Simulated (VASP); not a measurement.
Level of theory: PBE GGA, VASP's PBE PAW potentials (set 64) (plane waves; VASP).

VASP ran on this input.

### KPOINTS
```
Automatic mesh
0
Gamma
11 11 11
0 0 0
```

### INCAR
```
EDIFF = 1E-6   # SCF stop (eV)
SYSTEM = RuAl
LCHARG = .FALSE.
GGA = PE   # PBE
ISIF = 2
NELM = 100   # most electronic steps
PREC = Accurate
ENCUT = 800   # plane-wave cut-off (eV)
LASPH = .TRUE.
LREAL = .FALSE.   # projection in real space or not
LMAXMIX = 4   # l cut-off of mixed one-centre charges
ALGO = Normal   # blocked Davidson
LWAVE = .FALSE.
ISMEAR = 1   # Methfessel-Paxton
SIGMA = 0.1
```

**POSCAR**
```
RuAl
1
    3.0498000000     0.0000000000     0.0000000000
    0.0000000000     3.0498000000     0.0000000000
    0.0000000000     0.0000000000     3.0498000000
Al Ru
1 1
Direct
  0.5000000000   0.5000000000   0.5000000000
  0.0000000000   0.0000000000   0.0000000000
```

POTCAR, in this order: Al Ru_pv (PBE.64 set). Program: vasp_std.

Output of the run:

OSZICAR:
```
       N       E                     dE             d eps       ncg     rms          rms(c)
DAV:   1     0.152551565670E+03    0.15255E+03   -0.11774E+04  1344   0.186E+03
DAV:   2    -0.114709591835E+02   -0.16402E+03   -0.15827E+03  1428   0.412E+02
DAV:   3    -0.148375219140E+02   -0.33666E+01   -0.32346E+01  1608   0.588E+01
DAV:   4    -0.148723121568E+02   -0.34790E-01   -0.34746E-01  1520   0.614E+00
DAV:   5    -0.148732111639E+02   -0.89901E-03   -0.89888E-03  1728   0.855E-01    0.108E+01
DAV:   6    -0.143204171826E+02    0.55279E+00   -0.37931E+00  1412   0.219E+01    0.237E+00
DAV:   7    -0.142332403420E+02    0.87177E-01   -0.33756E-01  1440   0.683E+00    0.180E+00
DAV:   8    -0.142168259227E+02    0.16414E-01   -0.20986E-02  1456   0.141E+00    0.208E-01
DAV:   9    -0.142166954619E+02    0.13046E-03   -0.29239E-04  1584   0.170E-01    0.124E-01
DAV:  10    -0.142166896083E+02    0.58536E-05   -0.41849E-05  1632   0.882E-02    0.764E-03
DAV:  11    -0.142166887877E+02    0.82058E-06   -0.16392E-06  1056   0.169E-02
   1 F= -.14216689E+02 E0= -.14216271E+02  d E =-.125440E-02
```

**OUTCAR**
```
------------------------ aborting loop because EDIFF is reached ----------------------------------------
  FORCE on cell =-STRESS in cart. coord.  units (eV):
  Direction    XX          YY          ZZ          XY          YZ          ZX
  --------------------------------------------------------------------------------------
  Total       -1.4814542     -1.4814542     -1.4814542      0.0000000      0.0000000      0.0000000
  in kB      -83.6728801    -83.6728801    -83.6728801      0.0000000      0.0000000      0.0000000
  external PRESSURE =     -83.6728801 kB  Pullay stress =       0.0000000 kB
  volume of cell :       28.37
      direct lattice vectors                 reciprocal lattice vectors
     3.049800000  0.000000000  0.000000000     0.327890353  0.000000000  0.000000000
     0.000000000  3.049800000  0.000000000     0.000000000  0.327890353  0.000000000
     0.000000000  0.000000000  3.049800000     0.000000000  0.000000000  0.327890353
 POSITION                                       TOTAL-FORCE (eV/Angst)
 -----------------------------------------------------------------------------------
      1.52490      1.52490      1.52490         0.000000      0.000000      0.000000
      0.00000      0.00000      0.00000         0.000000      0.000000      0.000000
 -----------------------------------------------------------------------------------
    total drift:                                0.000000     -0.000000     -0.000000
  FREE ENERGIE OF THE ION-ELECTRON SYSTEM (eV)
  ---------------------------------------------------
  free  energy   TOTEN  =       -14.2166887877 eV

  energy  without entropy=      -14.2154343896  energy(sigma->0) =      -14.21627066
```
(Selected blocks of OUTCAR.)

OUTCAR:
```
 val. band max:        9.9202998439   @ k =   0.4545   0.3636   0.2727

 cond. band min:       9.9366500174   @ k =   0.3636   0.3636   0.2727


 Fermi energy:         9.9244800271

 k-point     1 :       0.0000    0.0000    0.0000
  band No.  band energies     occupation
      1     -31.8330      2.00000
      2     -31.8330      2.00000
      3     -31.8330      2.00000
      4       0.5826      2.00000
      5       6.6569      2.00000
      6       6.6569      2.00000
      7      10.0793     -0.05089
      8      10.0793     -0.05089
      9      10.0793     -0.05089
     10      15.7258      0.00000
     11      15.7258      0.00000
     12      15.7258      0.00000

 k-point     2 :       0.0909    0.0000    0.0000
  band No.  band energies     occupation
      1     -31.8465      2.00000
      2     -31.8319      2.00000
      3     -31.8319      2.00000
      4       0.7333      2.00000
      5       6.7011      2.00000
      6       6.7082      2.00000
      7       9.9007      1.38957
      8       9.9007      1.38955
      9      10.0968     -0.03512
     10      14.9965      0.00000
     11      16.0241      0.00000
     12      16.0241      0.00000

 k-point     3 :       0.1818    0.0000    0.0000
  band No.  band energies     occupation
      1     -31.8823      2.00000
      2     -31.8289      2.00000
      3     -31.8289      2.00000
      4       1.1756      2.00000
      5       6.7600      2.00000
      6       6.8509      2.00000
      7       9.4818      2.00000
      8       9.4818      2.00000
      9      10.1440     -0.00808
     10      13.6608      0.00000
     11      16.8042      0.00000
     12      16.8042      0.00000

 k-point     4 :       0.2727    0.0000    0.0000
  band No.  band energies     occupation
      1     -31.9291      2.00000
      2     -31.8249      2.00000
      3     -31.8249      2.00000
      4       1.8812      2.00000
      5       6.6090      2.00000
      6       7.0502      2.00000
...
```

The compound is RuAl in the CsCl type structure. The cell was not relaxed at this level. The run is one of a series of settings (ENCUT = 800 against the base run), some of them coarse on purpose. The electron count is odd and the run is not spin-polarised, which forces a metal.
